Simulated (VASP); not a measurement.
Crystal: Be2CdS3.

```
CELL_PARAMETERS angstrom
4.43766 0.00000 0.00000
0.00000 4.43766 0.00000
0.00000 0.00000 6.31956
ATOMIC_POSITIONS crystal
Be 0.00000 0.50000 0.26791
Be 0.50000 0.00000 0.73209
Cd 0.00000 0.00000 0.50000
S 0.50000 0.50000 0.00000
S 0.00000 0.00000 0.00000
S 0.50000 0.50000 0.50000
```

The cell was built by a generator and needn't be a form met in nature.

```yaml
Program: VASP 6.6.1
Task: relaxation of cell and atoms
Functional: PBE
Potentials_or_basis: VASP PAW PBE potentials, release 64 (Be, Cd, S)
Cutoff: 520 eV
k_mesh: 3 × 3 × 2
Occupations: gaussian, width 0.15 eV
Spin: no spin polarisation
```

At the start: pressure -9.9 GPa; volume 20.74 Å³/atom.

Q: How do energy, volume and symmetry change on relaxing?

A: Over 22 steps the energy falls by 604.4 meV/atom and the volume is 17.04 Å³/atom (-17.8 %); space group P-4m2 (No. 115, to 0.05 Å).

The path:
```csv
step,energy change (eV),largest force (eV/Å),pressure (GPa),volume (Å³)
1,0.0000,1.3555,-9.90,124.45
2,-1.2418,1.8371,-2.26,102.74
3,-1.3683,1.9097,1.84,96.34
4,-1.3713,1.9633,3.52,94.28
5,-2.1223,1.5514,6.64,90.84
6,-2.2478,1.4115,8.83,89.40
7,-2.0978,1.3772,14.34,86.40
8,-2.2519,1.3933,10.59,88.47
9,-2.8036,1.2412,3.62,95.31
10,-2.9955,0.8730,-2.01,103.16
11,-3.3163,0.7874,-3.17,104.28
12,-3.4826,0.6368,-3.08,105.55
13,-3.5852,0.2618,0.62,100.75
14,-3.5860,0.2112,1.10,100.12
15,-3.6196,0.1107,0.73,100.80
16,-3.6200,0.0971,0.53,100.90
17,-3.6236,0.1002,-0.12,101.85
18,-3.6240,0.1017,-0.18,102.22
19,-3.6230,0.1033,-0.80,102.96
20,-3.6239,0.1004,-0.60,102.44
21,-3.6240,0.1007,-0.40,102.31
22,-3.6264,0.0716,-0.15,102.27
```

Final structure:
```
CELL_PARAMETERS angstrom
4.32330 0.00000 0.00000
0.00000 4.32330 0.00000
0.00000 0.00000 5.47153
ATOMIC_POSITIONS crystal
Be 0.00000 0.50000 0.09814
Be 0.50000 0.00000 0.90186
Cd 0.00000 0.00000 0.50000
S 0.50000 0.50000 0.00000
S 0.00000 0.00000 0.00000
S 0.50000 0.50000 0.50000
```

Caveat: the k mesh is coarse (spacing up to 0.50 Å⁻¹), so the values aren't converged; the volume moved by over 15 % at a fixed basis, so the end points are rough.
